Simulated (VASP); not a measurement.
Output of a VASP run:

OSZICAR:
```
       N       E                     dE             d eps       ncg     rms          rms(c)
DAV:   1     0.271771589737E+02    0.27177E+02   -0.85191E+03  1584   0.136E+03
DAV:   2    -0.231943598335E+02   -0.50372E+02   -0.47969E+02  2023   0.229E+02
DAV:   3    -0.250585092730E+02   -0.18641E+01   -0.18444E+01  2031   0.340E+01
DAV:   4    -0.250750427413E+02   -0.16533E-01   -0.16513E-01  1870   0.339E+00
DAV:   5    -0.250752516116E+02   -0.20887E-03   -0.20883E-03  2107   0.308E-01    0.612E+01
DAV:   6    -0.222832416438E+02    0.27920E+01   -0.17814E+01  1772   0.219E+01    0.428E+01
DAV:   7    -0.222124136281E+02    0.70828E-01   -0.59038E-01  1815   0.592E+00    0.240E+01
DAV:   8    -0.222011573282E+02    0.11256E-01   -0.45981E-02  1749   0.210E+00    0.469E+00
DAV:   9    -0.221967110230E+02    0.44463E-02   -0.21444E-02  1758   0.901E-01    0.190E+00
DAV:  10    -0.221964510551E+02    0.25997E-03   -0.93502E-04  1881   0.261E-01    0.260E-01
DAV:  11    -0.221964445155E+02    0.65396E-05   -0.11588E-04  1857   0.820E-02    0.406E-02
DAV:  12    -0.221964427852E+02    0.17304E-05   -0.40214E-06  1832   0.187E-02    0.450E-02
DAV:  13    -0.221964424990E+02    0.28620E-06   -0.22181E-07  1602   0.493E-03    0.154E-03
DAV:  14    -0.221964424961E+02    0.29072E-08   -0.48059E-09   885   0.614E-04
   1 F= -.22196442E+02 E0= -.22196400E+02  d E =-.126578E-03
```

OUTCAR:
```
------------------------ aborting loop because EDIFF is reached ----------------------------------------
  FORCE on cell =-STRESS in cart. coord.  units (eV):
  Direction    XX          YY          ZZ          XY          YZ          ZX
  --------------------------------------------------------------------------------------
  Total       -0.0224933     -0.0224933     -0.0224933      0.0000000     -0.0000000      0.0000000
  in kB       -1.4753109     -1.4753109     -1.4753109      0.0000000     -0.0000000      0.0000000
  external PRESSURE =      -1.4753109 kB  Pullay stress =       0.0000000 kB
  volume of cell :       24.43
      direct lattice vectors                 reciprocal lattice vectors
     0.000000000  2.302943590  2.302943590    -0.217113438  0.217113438  0.217113438
     2.302943590  0.000000000  2.302943590     0.217113438 -0.217113438  0.217113438
     2.302943590  2.302943590  0.000000000     0.217113438  0.217113438 -0.217113438
 POSITION                                       TOTAL-FORCE (eV/Angst)
 -----------------------------------------------------------------------------------
      0.00000      0.00000      0.00000         0.000000      0.000000     -0.000000
      2.30294      2.30294      2.30294         0.000000     -0.000000      0.000000
 -----------------------------------------------------------------------------------
    total drift:                                0.000000      0.000000      0.000000
  FREE ENERGIE OF THE ION-ELECTRON SYSTEM (eV)
  ---------------------------------------------------
  free  energy   TOTEN  =       -22.1964424961 eV

  energy  without entropy=      -22.1963159178  energy(sigma->0) =      -22.19640030
```
(Selected blocks of OUTCAR.)

**POSCAR**
```
HfC
1
    0.0000000000     2.3029435902     2.3029435902
    2.3029435902     0.0000000000     2.3029435902
    2.3029435902     2.3029435902     0.0000000000
Hf C
1 1
Direct
  0.0000000000   0.0000000000   0.0000000000
  0.5000000000   0.5000000000   0.5000000000
```

Q: Reconstruct the remaining input files.

A: This is not unique; one that fits is the input of the run itself, PBEsol GGA, plane waves, VASP's PBE PAW potentials (set 64).

File KPOINTS:
```
Regular mesh
0
G
  12 12 12
0 0 0
```

### INCAR
```
# general
SYSTEM  = HfC
PREC    = Accurate
ENCUT   = 600
LREAL   = .False.   # projection in real space or not
LASPH   = .True.   # aspherical one-centre terms

# electronic loop
EDIFF   = 1E-7   # SCF stop (eV)
NELM    = 100
ALGO    = Normal
LMAXMIX = 6

# smearing
ISMEAR  = 1   # Methfessel-Paxton
SIGMA   = 0.1   # width (eV)

# functional
GGA     = PS

# ions
ISIF    = 2

# output
LWAVE   = .False.
LCHARG  = .False.
```

POTCAR, in this order: Hf_pv C (PBE.64 set). Program: vasp_std.

The compound is HfC in the rock salt structure. It was relaxed first.
